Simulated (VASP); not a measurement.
Given:

```
Co
1.0
    1.25500    -2.17372     0.00000
    1.25500     2.17372     0.00000
    0.00000     0.00000     4.07000
Co
2
Cartesian
  1.25500   0.72458   1.01750
  1.25500  -0.72458   3.05250
```
Starting moments (μB, in the order of the record's atoms Co Co): 1.8 1.8.

All values below come from PBE GGA, VASP's PBE PAW potentials (set 64) (plane waves; VASP). Numerical set-up: PREC = Low, 400 eV cut-off, 15×15×8 Γ-centred mesh, first-order Methfessel-Paxton smearing of 0.10 eV, potentials Co.

Problem. Estimate the cell moment, energy per atom (σ→0), pressure, band gap (on the k-mesh) with the smallest direct gap where there is one.

Solution. 
| Quantity | Value |
|---|---|
| band gap (on the k-mesh) | none (metal, semimetal or under 0.01 eV) |
| cell moment | 3.28 μB |
| energy per atom (σ→0) | -7.034 eV/atom |
| pressure | -5.36 GPa |

Problem. Give the moment on each site (PAW-sphere projection).

Solution. 
```csv
site,moment (μB)
Co1,1.66
Co2,1.66
```

Only differences to runs with the same potentials and settings are physical.

The compound is Co in the hcp structure. The cell was not relaxed at this level. The run is one of a series of settings (PREC = Low against the base run), some of them coarse on purpose.
